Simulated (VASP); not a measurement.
Os (hcp) is relaxed at rising pressure, each step from the one before. Symmetry mostly holds the structure type, and other phases were not tried. The mesh follows the cell, and a change of mesh leaves a small step in the series.

Here is the system:

```xyz
2
Lattice="1.3584 -2.3528 0.0000 1.3584 2.3528 0.0000 0.0000 0.0000 4.2940" Properties=species:S:1:pos:R:3 pbc="T T T"
Os     1.3584     0.7843     1.0735
Os     1.3584    -0.7843     3.2205
```

Calculation: LDA (Ceperley-Alder, Perdew-Zunger), VASP's LDA PAW potentials (set 64) (plane waves; VASP). Numerical set-up: 500 eV cut-off, 15×15×9 Γ-centred mesh, first-order Methfessel-Paxton smearing of 0.10 eV, potentials Os.

Unless said otherwise, spin-orbit coupling is left out, though it shifts the bands of the heavy elements here.

| P (GPa) | V (Å³/atom) | H − H(0) (eV/atom) | space group | gap on the mesh (eV) | k-mesh |
|---|---|---|---|---|---|
| 0 | 13.72 | 0.000 | P6_3/mmc | 0.00 | 15×15×9 |
| 5 | [?] | [?] | P6_3/mmc | 0.00 | 15×15×9 |
| 10 | 13.44 | 0.848 | P6_3/mmc | 0.00 | 15×15×9 |
| 20 | [?] | [?] | P6_3/mmc | 0.00 | 16×16×9 |
| 30 | 12.96 | 2.495 | P6_3/mmc | 0.00 | 16×16×9 |
| 45 | 12.65 | 3.693 | P6_3/mmc | 0.00 | 16×16×9 |

Question: Fill in the missing entries.

Answer: 
- 5, V (Å³/atom): 13.58
- 5, H − H(0) (eV/atom): 0.426
- 20, V (Å³/atom): 13.19
- 20, H − H(0) (eV/atom): 1.678

Pressures at which the relaxation failed are left out.

The compound is Os in the hcp structure.
